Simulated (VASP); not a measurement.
```yaml
crystal:
  lattice:
    - [0.00000, 1.79714, 1.79714]
    - [1.79714, 0.00000, 1.79714]
    - [1.79714, 1.79714, 0.00000]
  atoms:
    - { symbol: C, position: [0.00000, 0.00000, 0.00000] }
    - { symbol: C, position: [0.25000, 0.25000, 0.25000] }
```

These are PBE GGA with D4 dispersion, VASP's PBE PAW potentials (set 64) (plane waves; VASP) values and carry that method's errors. Settings: 520 eV cut-off, 13×13×13 Γ-centred mesh, Gaussian smearing of 0.050 eV, potentials C.

Problem. Give the stress tensor in GPa (positive for a compressed cell).

Solution. 
```
-12.42    0.00    0.00
  0.00  -12.42    0.00
  0.00    0.00  -12.42
```
The pressure is its mean diagonal, -12.42 GPa.

The compound is C in the diamond structure. This cell is one point of a volume scan, at 1.03 of the reference volume.
